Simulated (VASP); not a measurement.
# FeO (Wuestite): hyperfine terms and field gradients

Aim: the hyperfine contact terms and the field gradients at the nuclei of FeO (Wuestite), by functional. The start is a cell from a database of measured crystal structures.

Method: PBE, DFT+U (Fe d 3 eV), spin-polarised from a ferromagnetic start; plane waves and PAW (Fe, O), in VASP 6.6.1.

The database entry behind the starting cell differs from later determinations by our own check (inexact against later determinations), so it need not match the best structure at ambient conditions.

## (1) The structure

Symmetry: Fm-3m, No. 225, cubic system. The conventional cell has a = 4.311 Å, b = 4.311 Å, c = 4.311 Å, α = 90.00°, β = 90.00°, γ = 90.00°. Nearest to Fe lie 6 O at 2.16 Å. O has 6 Fe at 2.16 Å nearest. Farther neighbours and most contacts between anions are not listed.

## (2) Local probes at PBE

Field gradients probe the charge near the nuclei, so LASPH is on and the cutoff is at least 1.4 times the default of the data sets; this run is at PBE. LHYPERFINE adds the spin density at the nuclei, with NGYROMAG = 1 for all, so that values scale to any isotope.

File INCAR:

```
SYSTEM = FeO
PREC = Accurate
ENCUT = 560
EDIFF = 1E-07
NELM = 100
ISMEAR = -1
SIGMA = 0.05
LREAL = .FALSE.
ALGO = Normal
GGA = PE
NBANDS = 26
ISPIN = 2
MAGMOM = 3 3 0 0
LDAU = .TRUE.
LDAUTYPE = 2
LDAUL = 2 -1
LDAUU = 3 0
LDAUJ = 0 0
LDAUPRINT = 1
LASPH = .TRUE.
LMAXMIX = 4
LORBIT = 11
LWAVE = .FALSE.
LCHARG = .FALSE.
KPAR = 4
LEFG = .TRUE.
ICORELEVEL = 1
LHYPERFINE = .TRUE.
NGYROMAG = 1 1
```

File POSCAR:

```
FeO
1.0
    0.0000000000      4.3108000000      4.3108000000
    2.1554000000      0.0000000000      2.1554000000
    2.1554000000      2.1554000000      0.0000000000
Fe O
2 2
Direct
    0.0000000000      0.0000000000      0.0000000000
    0.5000000000      0.0000000000      0.0000000000
    0.2500000000      0.5000000000      0.5000000000
    0.7500000000      0.5000000000      0.5000000000
```

File KPOINTS:

```
Automatic mesh
0
Gamma
12 12 12
0 0 0
```

Potentials, in the order of the species: Fe and O (PBE family, release 64).

Run with:

```console
$ mpirun -np 4 vasp_std
```

Output:

```text
[banner, memory and clock lines left out]
running    4 mpi-ranks, on    1 nodes
 distrk:  each k-point on    1 cores,    4 groups
 distr:  one band on    1 cores,    1 groups

 POSCAR found type information on POSCAR FeO
 POSCAR found :  2 types and       4 ions
 LDA part: xc-table for (Slater+PW92), standard interpolation
 POSCAR, INCAR and KPOINTS ok, starting setup
 FFT: planning ... GRIDC
 FFT: planning ... GRID_SOFT
 FFT: planning ... GRID
 WAVECAR not read
 entering main loop
       N       E                     dE             d eps       ncg     rms          rms(c)
DAV:   1     0.244512740390E+03    0.24451E+03   -0.14023E+04 20400   0.140E+03
DAV:   2    -0.364453967753E+01   -0.24816E+03   -0.22182E+03 20068   0.312E+02
DAV:   3    -0.303375084562E+02   -0.26693E+02   -0.25575E+02 22696   0.118E+02
DAV:   4    -0.309328179252E+02   -0.59531E+00   -0.59265E+00 22022   0.182E+01
DAV:   5    -0.309405759635E+02   -0.77580E-02   -0.77565E-02 21688   0.202E+00    0.260E+01
DAV:   6    -0.270943408167E+02    0.38462E+01   -0.27643E+01 25400   0.794E+01    0.313E+01
DAV:   7    -0.269498146851E+02    0.14453E+00   -0.33821E+00 26806   0.306E+01    0.153E+01
DAV:   8    -0.268800445322E+02    0.69770E-01   -0.50538E-01 29264   0.782E+00    0.924E+00
DAV:   9    -0.268493883314E+02    0.30656E-01   -0.50119E-02 20974   0.205E+00    0.137E+00
DAV:  10    -0.268537242201E+02   -0.43359E-02   -0.89150E-03 24624   0.865E-01    0.214E-01
DAV:  11    -0.268541419837E+02   -0.41776E-03   -0.23664E-03 25544   0.460E-01    0.126E-01
DAV:  12    -0.268547037905E+02   -0.56181E-03   -0.26364E-03 27558   0.179E-01    0.157E-01
DAV:  13    -0.268539614203E+02    0.74237E-03   -0.63040E-03 28258   0.275E-01    0.786E-02
DAV:  14    -0.268539122491E+02    0.49171E-04   -0.15100E-03 27194   0.151E-01    0.335E-02
DAV:  15    -0.268539345880E+02   -0.22339E-04   -0.79581E-05 24424   0.462E-02    0.135E-02
DAV:  16    -0.268539351199E+02   -0.53193E-06   -0.15262E-05 26870   0.169E-02    0.554E-03
DAV:  17    -0.268539347895E+02    0.33041E-06   -0.98915E-07 22348   0.667E-03    0.208E-03
DAV:  18    -0.268539344133E+02    0.37624E-06   -0.36663E-07 12080   0.352E-03    0.115E-03
DAV:  19    -0.268539343831E+02    0.30199E-07   -0.26398E-07 11522   0.231E-03
ion   1
     0.0000000     0.0389838    -0.0389838    -0.0000000     0.0389838     0.0000000
     0.0000445     0.0389838    -0.0389838    -0.0000000     0.0389838     0.0000000
     0.0000605     0.0389838    -0.0389838    -0.0000000     0.0389838     0.0000000
     0.0000823     0.0389838    -0.0389838    -0.0000000     0.0389838     0.0000000
     0.0001120     0.0389838    -0.0389838    -0.0000000     0.0389838     0.0000000

     0.0000000     0.1820948    -0.1820948    -0.0000000     0.1820948     0.0000000
     0.0000445     0.1820951    -0.1820951    -0.0000000     0.1820951     0.0000000
     0.0000605     0.1820953    -0.1820953    -0.0000000     0.1820953     0.0000000
     0.0000823     0.1820957    -0.1820957    -0.0000000     0.1820957     0.0000000
     0.0001120     0.1820963    -0.1820963    -0.0000000     0.1820963     0.0000000

ion   2
     0.0000000     0.0389838    -0.0389838     0.0000000     0.0389838     0.0000000
     0.0000445     0.0389838    -0.0389838     0.0000000     0.0389838     0.0000000
     0.0000605     0.0389838    -0.0389838     0.0000000     0.0389838     0.0000000
     0.0000823     0.0389838    -0.0389838     0.0000000     0.0389838     0.0000000
     0.0001120     0.0389838    -0.0389838     0.0000000     0.0389838     0.0000000

     0.0000000     0.1820948    -0.1820948     0.0000000     0.1820948     0.0000000
     0.0000445     0.1820951    -0.1820951     0.0000000     0.1820951     0.0000000
     0.0000605     0.1820953    -0.1820953     0.0000000     0.1820953     0.0000000
     0.0000823     0.1820957    -0.1820957     0.0000000     0.1820957     0.0000000
     0.0001120     0.1820963    -0.1820963     0.0000000     0.1820963     0.0000000

ion   3
     0.0000000     0.0096303    -0.0096303    -0.0000000     0.0096303    -0.0000000
     0.0000293     0.0096303    -0.0096303    -0.0000000     0.0096303    -0.0000000
     0.0000403     0.0096303    -0.0096303    -0.0000000     0.0096303    -0.0000000
     0.0000555     0.0096303    -0.0096303    -0.0000000     0.0096303    -0.0000000
     0.0000765     0.0096303    -0.0096303    -0.0000000     0.0096303    -0.0000000

     0.0000000     0.0269920    -0.0269920    -0.0000000     0.0269920    -0.0000000
     0.0000293     0.0269920    -0.0269920    -0.0000000     0.0269920    -0.0000000
     0.0000403     0.0269920    -0.0269920    -0.0000000     0.0269920    -0.0000000
     0.0000555     0.0269920    -0.0269920    -0.0000000     0.0269920    -0.0000000
     0.0000765     0.0269920    -0.0269920    -0.0000000     0.0269920    -0.0000000

ion   4
     0.0000000     0.0096303    -0.0096303    -0.0000000     0.0096303    -0.0000000
     0.0000293     0.0096303    -0.0096303    -0.0000000     0.0096303    -0.0000000
     0.0000403     0.0096303    -0.0096303    -0.0000000     0.0096303    -0.0000000
     0.0000555     0.0096303    -0.0096303    -0.0000000     0.0096303    -0.0000000
     0.0000765     0.0096303    -0.0096303    -0.0000000     0.0096303    -0.0000000

     0.0000000     0.0269920    -0.0269920    -0.0000000     0.0269920    -0.0000000
     0.0000293     0.0269920    -0.0269920    -0.0000000     0.0269920    -0.0000000
     0.0000403     0.0269920    -0.0269920    -0.0000000     0.0269920    -0.0000000
     0.0000555     0.0269920    -0.0269920    -0.0000000     0.0269920    -0.0000000
     0.0000765     0.0269920    -0.0269920    -0.0000000     0.0269920    -0.0000000

   1 F= -.26853934E+02 E0= -.26843436E+02  d E =-.209969E-01  mag=     8.0031
```

Run time: 3.2 min. Hardware: 4 MPI ranks of AMD EPYC 7R43, shared host; peak memory 1.5 GiB; 13 min of CPU time.

The logs omit lines about the potential files and the build; timing stands in the text.

From OUTCAR (step 2):

```text
ion  position               nearest neighbor table
   1  0.000  0.000  0.000-   4 2.16   3 2.16   4 2.16   3 2.16   4 2.16   3 2.16   2 3.05   2 3.05
                             2 3.05   2 3.05   2 3.05   2 3.05
   2  0.500  0.000  0.000-   3 2.16   3 2.16   4 2.16   3 2.16   4 2.16   4 2.16   1 3.05   1 3.05
                             1 3.05   1 3.05   1 3.05   1 3.05
   3  0.250  0.500  0.500-   1 2.16   1 2.16   2 2.16   1 2.16   2 2.16   2 2.16
   4  0.750  0.500  0.500-   2 2.16   1 2.16   2 2.16   1 2.16   2 2.16   1 2.16

  LATTYP: Found a trigonal (rhomboedric) cell.
 ALAT       =     5.2796301916
 COS(alpha) =     0.8333333333

 Subroutine GETGRP returns: Found 12 space group operations
 (whereof 12 operations were pure point group operations)

The static configuration has the point symmetry D_3d.

 Found    189 irreducible k-points:

   k-points           NKPTS =    189   k-points in BZ     NKDIM =    189   number of bands    NBANDS=     26

   dimension x,y,z NGX =    48 NGY =   24 NGZ =   24
   dimension x,y,z NGXF=    96 NGYF=   48 NGZF=   48

   ENCUT  =  560.0 eV  41.16 Ry    6.42 a.u.  11.76  5.88  5.88*2*pi/ulx,y,z

   NELECT =      28.0000    total number of electrons

 k-points in reciprocal lattice and weights: Automatic mesh
   0.00000000  0.00000000  0.00000000       0.001
   0.08333333  0.00000000  0.00000000       0.001
   0.16666667  0.00000000  0.00000000       0.001
   0.25000000  0.00000000  0.00000000       0.001
   0.33333333  0.00000000  0.00000000       0.001
   0.41666667  0.00000000  0.00000000       0.001
   0.50000000  0.00000000  0.00000000       0.001
   0.00000000  0.08333333  0.00000000       0.003
   0.08333333  0.08333333  0.00000000       0.003
[...]
0.08333333 -0.33333333  0.33333333       0.007
   0.16666667 -0.33333333  0.33333333       0.003

atom =   1  type =  1  l = 2

 onsite density matrix

spin component  1

  0.9635 -0.0000  0.0000  0.0000 -0.0000
 -0.0000  0.9635  0.0000 -0.0000 -0.0000
  0.0000  0.0000  1.0090 -0.0000  0.0000
  0.0000 -0.0000 -0.0000  0.9635 -0.0000
 -0.0000 -0.0000  0.0000 -0.0000  1.0090

spin component  2

  0.3165  0.0002 -0.0003 -0.0002 -0.0000
  0.0002  0.3165 -0.0001  0.0002  0.0002
 -0.0003 -0.0001  0.1200  0.0001 -0.0000
 -0.0002  0.0002  0.0001  0.3165  0.0002
 -0.0000  0.0002 -0.0000  0.0002  0.1200

 occupancies and eigenvectors

  o =  0.1200  v =  0.0000  0.0000  0.0000  0.0000  0.0000  0.0001 -0.0012  0.0495 -0.0013  0.9988      0.0000  0.0000  0.0000  0.0000  0.0000  0.0000  0.0000  0.0000  0.0000  0.0000
  o =  0.1200  v =  0.0000  0.0000  0.0000  0.0000  0.0000  0.0014  0.0008  0.9988 -0.0007 -0.0495      0.0000  0.0000  0.0000  0.0000  0.0000  0.0000  0.0000  0.0000  0.0000  0.0000
  o =  0.3161  v =  0.0000  0.0000  0.0000  0.0000  0.0000 -0.5774  0.5774  0.0000 -0.5774  0.0000      0.0000  0.0000  0.0000  0.0000  0.0000  0.0000  0.0000  0.0000  0.0000  0.0000
  o =  0.3167  v =  0.0000  0.0000  0.0000  0.0000  0.0000  0.8146  0.4549 -0.0018 -0.3597  0.0001      0.0000  0.0000  0.0000  0.0000  0.0000  0.0000  0.0000  0.0000  0.0000  0.0000
  o =  0.3167  v =  0.0000  0.0000  0.0000  0.0000  0.0000  0.0550 -0.6780 -0.0001 -0.7330 -0.0018      0.0000  0.0000  0.0000  0.0000  0.0000  0.0000  0.0000  0.0000  0.0000  0.0000
  o =  0.9635  v =  0.4030  0.8165 -0.0001  0.4135  0.0001  0.0000  0.0000  0.0000  0.0000  0.0000      0.0000  0.0000  0.0000  0.0000  0.0000  0.0000  0.0000  0.0000  0.0000  0.0000
  o =  0.9635  v =  0.7101  0.0061 -0.0001 -0.7041 -0.0001  0.0000  0.0000  0.0000  0.0000  0.0000      0.0000  0.0000  0.0000  0.0000  0.0000  0.0000  0.0000  0.0000  0.0000  0.0000
  o =  0.9635  v =  0.5774 -0.5774  0.0000  0.5774  0.0000  0.0000  0.0000  0.0000  0.0000  0.0000      0.0000  0.0000  0.0000  0.0000  0.0000  0.0000  0.0000  0.0000  0.0000  0.0000
  o =  1.0090  v = -0.0001 -0.0001 -0.9995  0.0000  0.0302  0.0000  0.0000  0.0000  0.0000  0.0000      0.0000  0.0000  0.0000  0.0000  0.0000  0.0000  0.0000  0.0000  0.0000  0.0000
  o =  1.0090  v =  0.0000 -0.0001  0.0302 -0.0001  0.9995  0.0000  0.0000  0.0000  0.0000  0.0000      0.0000  0.0000  0.0000  0.0000  0.0000  0.0000  0.0000  0.0000  0.0000  0.0000

atom =   2  type =  1  l = 2

 onsite density matrix

spin component  1

spin component  2

 occupancies and eigenvectors

  o =  0.1200  v =  0.0000  0.0000  0.0000  0.0000  0.0000  0.0000 -0.0012  0.0337 -0.0013  0.9994      0.0000  0.0000  0.0000  0.0000  0.0000  0.0000  0.0000  0.0000  0.0000  0.0000
  o =  0.1200  v =  0.0000  0.0000  0.0000  0.0000  0.0000 -0.0014 -0.0008 -0.9994  0.0007  0.0337      0.0000  0.0000  0.0000  0.0000  0.0000  0.0000  0.0000  0.0000  0.0000  0.0000
  o =  0.3161  v =  0.0000  0.0000  0.0000  0.0000  0.0000  0.5774 -0.5774  0.0000  0.5774  0.0000      0.0000  0.0000  0.0000  0.0000  0.0000  0.0000  0.0000  0.0000  0.0000  0.0000
  o =  0.3167  v =  0.0000  0.0000  0.0000  0.0000  0.0000  0.0655 -0.6721 -0.0001 -0.7376 -0.0018      0.0000  0.0000  0.0000  0.0000  0.0000  0.0000  0.0000  0.0000  0.0000  0.0000
  o =  0.3167  v =  0.0000  0.0000  0.0000  0.0000  0.0000  0.8139  0.4637 -0.0018 -0.3502  0.0001      0.0000  0.0000  0.0000  0.0000  0.0000  0.0000  0.0000  0.0000  0.0000  0.0000
  o =  0.9635  v = -0.3431 -0.8132  0.0001 -0.4701 -0.0001  0.0000  0.0000  0.0000  0.0000  0.0000      0.0000  0.0000  0.0000  0.0000  0.0000  0.0000  0.0000  0.0000  0.0000  0.0000
  o =  0.9635  v = -0.7409 -0.0734  0.0001  0.6676  0.0001  0.0000  0.0000  0.0000  0.0000  0.0000      0.0000  0.0000  0.0000  0.0000  0.0000  0.0000  0.0000  0.0000  0.0000  0.0000
  o =  0.9635  v =  0.5774 -0.5774 -0.0000  0.5774  0.0000  0.0000  0.0000  0.0000  0.0000  0.0000      0.0000  0.0000  0.0000  0.0000  0.0000  0.0000  0.0000  0.0000  0.0000  0.0000
  o =  1.0090  v =  0.0000  0.0001  0.1151  0.0001 -0.9934  0.0000  0.0000  0.0000  0.0000  0.0000      0.0000  0.0000  0.0000  0.0000  0.0000  0.0000  0.0000  0.0000  0.0000  0.0000
  o =  1.0090  v = -0.0001 -0.0000 -0.9934  0.0001 -0.1151  0.0000  0.0000  0.0000  0.0000  0.0000      0.0000  0.0000  0.0000  0.0000  0.0000  0.0000  0.0000  0.0000  0.0000  0.0000

 the core state eigenenergies are
   1-  1s  -6986.6600  2s   -807.6086  2p   -686.3598  3s    -81.8853  3p    -47.9686

   2-  1s  -6986.6600  2s   -807.6086  2p   -686.3598  3s    -81.8853  3p    -47.9686

   3-  1s   -500.6533
   4-  1s   -500.6533

 E-fermi :   6.5778

 spin component 1
 k-point     1 :       0.0000    0.0000    0.0000
  band No.  band energies     occupation
    ...
     15       2.5879      1.00000
     16       2.5879      1.00000
     17       5.1023      1.00000
     18       5.1023      1.00000
     19       6.3563      0.98823
     20      10.3440      0.00000
     21      14.6958      0.00000
     22      18.7460      0.00000
     23      18.7460      0.00000
     24      21.7503      0.00000
    ...

 k-point     2 :       0.0833    0.0000    0.0000
  band No.  band energies     occupation
    ...
     15       2.6760      1.00000
     16       2.6760      1.00000
     17       5.0721      1.00000
     18       5.0721      1.00000
     19       6.4964      0.83602
     20      10.3286      0.00000
     21      14.7258      0.00000
     22      18.8072      0.00000
     23      18.8072      0.00000
     24      21.0189      0.00000
    ...

 k-point     3 :       0.1667    0.0000    0.0000
  band No.  band energies     occupation
    ...
     14       2.4060      1.00000
     15       2.8996      1.00000
     16       2.8996      1.00000
     17       4.9827      1.00000
     18       4.9827      1.00000
     19       6.8668      0.00308
     20      10.2678      0.00000
     21      14.8302      0.00000
     22      18.9882      0.00000
     23      18.9882      0.00000
    ...

 k-point     4 :       0.2500    0.0000    0.0000
  band No.  band energies     occupation
    ...
     14       2.3241      1.00000
     15       3.1919      1.00000
     16       3.1919      1.00000
     17       4.8376      1.00000
     18       4.8376      1.00000
     19       7.3731      0.00000
     20      10.1277      0.00000
     21      15.0446      0.00000
     22      19.0963      0.00000
     23      19.2809      0.00000
    ...

 k-point     5 :       0.3333    0.0000    0.0000
  band No.  band energies     occupation
    ...
     14       2.2291      1.00000
     15       3.5092      1.00000
     16       3.5092      1.00000
     17       4.6422      1.00000
     18       4.6422      1.00000
     19       7.9384      0.00000
     20       9.8780      0.00000
     21      15.4010      0.00000
     22      18.1775      0.00000
     23      19.6723      0.00000
    ...

 k-point     6 :       0.4167    0.0000    0.0000
  band No.  band energies     occupation
    ...
     14       2.1357      1.00000
     15       3.8265      1.00000
     16       3.8265      1.00000
     17       4.4032      1.00000
     18       4.4032      1.00000
     19       8.5094      0.00000
     20       9.5117      0.00000
     21      15.9099      0.00000
     22      17.3233      0.00000
     23      20.1427      0.00000
    ...

  Total       -0.0712809     -0.0712809     -0.0712809      0.0075421     -0.0075421      0.0075421
  in kB       -2.8512815     -2.8512815     -2.8512815      0.3016869     -0.3016869      0.3016869
  external PRESSURE =      -2.8512815 kB  Pullay stress =       0.0000000 kB

  energy-cutoff  :      560.00
  volume of cell :       40.05
      direct lattice vectors                 reciprocal lattice vectors
     0.000000000  4.310800000  4.310800000    -0.115987752  0.115987752  0.115987752
     2.155400000  0.000000000  2.155400000     0.231975503 -0.231975503  0.231975503
     2.155400000  2.155400000  0.000000000     0.231975503  0.231975503 -0.231975503

 POSITION                                       TOTAL-FORCE (eV/Angst)
 -----------------------------------------------------------------------------------
      0.00000      0.00000      0.00000        -0.000000      0.000000      0.000000
      0.00000      2.15540      2.15540         0.000000     -0.000000     -0.000000
      2.15540      2.15540      2.15540        -0.000000      0.000000      0.000000
      2.15540      4.31080      4.31080         0.000000     -0.000000     -0.000000
 -----------------------------------------------------------------------------------
    total drift:                                0.000000      0.000000      0.000000

  FREE ENERGIE OF THE ION-ELECTRON SYSTEM (eV)
  ---------------------------------------------------
  free  energy   TOTEN  =       -26.8539343831 eV

  energy  without entropy=      -26.8329374777  energy(sigma->0) =      -26.84343593

 Electric field gradients after diagonalization (V/A^2)
 (convention: |V_zz| > |V_xx| > |V_yy|)
----------------------------------------------------------------------
 ion       V_xx      V_yy      V_zz     asymmetry (V_yy - V_xx)/ V_zz
----------------------------------------------------------------------
   1      -0.200    -0.197     0.397       0.008
   2      -0.200    -0.197     0.397       0.008
   3      -0.032    -0.026     0.058       0.093
   4      -0.032    -0.026     0.058       0.093
----------------------------------------------------------------------

 Fermi contact (isotropic) hyperfine coupling parameter (MHz)
 -------------------------------------------------------------
  ion      A_pw      A_1PS     A_1AE     A_1c      A_tot
 -------------------------------------------------------------
   1      11.253    11.252     6.362   -11.269     6.363
   2      11.253    11.252     6.362   -11.269     6.363
   3       0.897     0.896     5.353    -0.732     5.354
   4       0.897     0.896     5.353    -0.732     5.354
 -------------------------------------------------------------

 Total hyperfine coupling parameters after diagonalization (MHz)
 (convention: |A_zz| > |A_xx| > |A_yy|)
 ----------------------------------------------------------------------
  ion      A_xx      A_yy      A_zz     asymmetry (A_yy - A_xx)/ A_zz
 ----------------------------------------------------------------------
   1       6.359     6.359     6.370      -0.000
   2       6.359     6.359     6.370      -0.000
   3       5.353     5.353     5.356      -0.000
   4       5.353     5.353     5.356      -0.000
 ---------------------------------------------------------------------

 total charge
# of ion       s       p       d       tot
------------------------------------------
    1        0.292   0.364   6.076   6.732
    2        0.292   0.364   6.076   6.732
    3        1.551   3.456   0.000   5.007
    4        1.551   3.456   0.000   5.007
--------------------------------------------------
tot          3.686   7.640  12.152  23.477

 magnetization (x)
# of ion       s       p       d       tot
------------------------------------------
    1        0.026   0.020   3.716   3.762
    2        0.026   0.020   3.716   3.762
    3        0.024   0.207   0.000   0.231
    4        0.024   0.207   0.000   0.231
--------------------------------------------------
tot          0.101   0.454   7.432   7.987

[... 6 further parts left out ...]
```

The magnetic state follows from one typed start and may not be the lowest. These are scalar-relativistic Kohn-Sham levels of the ground state, with no core hole, so they are not binding energies.

This step gave:

- free energy (TOTEN): -26.85 eV
- energy at zero smearing: -26.84 eV
- Fermi energy: 6.578 eV
- pressure: -0.2851 GPa
- moment of the cell, from the last line of the log: 8.003 μB

Spin moment in the PAW sphere by atom:

```
atom  spin moment in the PAW sphere (μB)
 Fe1                                3.76
 Fe2                                3.76
  O3                                0.23
  O4                                0.23
```

(Continued in part 2 of 2.)

[Lines on the potential files, build, host, timing and source positions are cut from VASP's logs without a mark.]

[Logs are printed without paths, hosts, clocks, repeated set-up lines and the standing remarks that a program may print on its own settings, such as how far it seeks lower states.]

[Hosts, paths, dates, database ids (printed as entryN), source tags and the programs' standing remarks are cut or masked in the printed files.]
